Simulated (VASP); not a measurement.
Data:

```yaml
crystal:
  lattice:
    - [1.35660, -2.34970, 0.00000]
    - [1.35660, 2.34970, 0.00000]
    - [0.00000, 0.00000, 5.04900]
  atoms:
    - { symbol: Zn, position: [0.33333, 0.66667, 0.25000] }
    - { symbol: Zn, position: [0.66667, 0.33333, 0.75000] }
```

Level of theory: PBE GGA, VASP's PBE PAW potentials (set 64) (plane waves; VASP). Run with 400 eV cut-off, 14×14×7 Γ-centred mesh, first-order Methfessel-Paxton smearing of 0.10 eV, potentials Zn.

Question: Give the stress tensor in GPa (positive for a compressed cell).

Answer: 
```
-4.23   0.00   0.00
 0.00  -4.23   0.00
 0.00   0.00  -3.77
```
The pressure is its mean diagonal, -4.08 GPa.

The compound is Zn in the hcp structure. The cell was not relaxed at this level.
